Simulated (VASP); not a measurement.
Data:

```
CrLi3
1.0
    3.88972     0.00000     0.00000
    0.00000     3.88972     0.00000
    0.00000     0.00000     3.88972
Li Cr
3 1
Direct
  0.00000   0.50000   0.50000
  0.50000   0.50000   0.00000
  0.50000   0.00000   0.50000
  0.00000   0.00000   0.00000
```
Starting moments (μB, in the order of the record's atoms Li Li Li Cr): 0.0 0.0 0.0 3.0.

Calculation: PBE GGA, VASP's PBE PAW potentials (set 64) (plane waves; VASP). Run with 400 eV cut-off, 6×6×6 Γ-centred mesh, Gaussian smearing of 0.10 eV, potentials Li_sv Cr_pv.

At this cut-off the stress carries a Pulay error, which pulls relaxed volumes low. The moments were started parallel, and other spin orders were not tried in this run.

Question: Give the stress tensor in GPa (positive for a compressed cell).

Answer: 
```
2.67  0.00  0.00
0.00  2.67  0.00
0.00  0.00  2.67
```
The pressure is its mean diagonal, 2.67 GPa.

The structure was generated: Li3Cr was put into an ordered model structure, which need not be its known phase. The cell was not relaxed at this level.
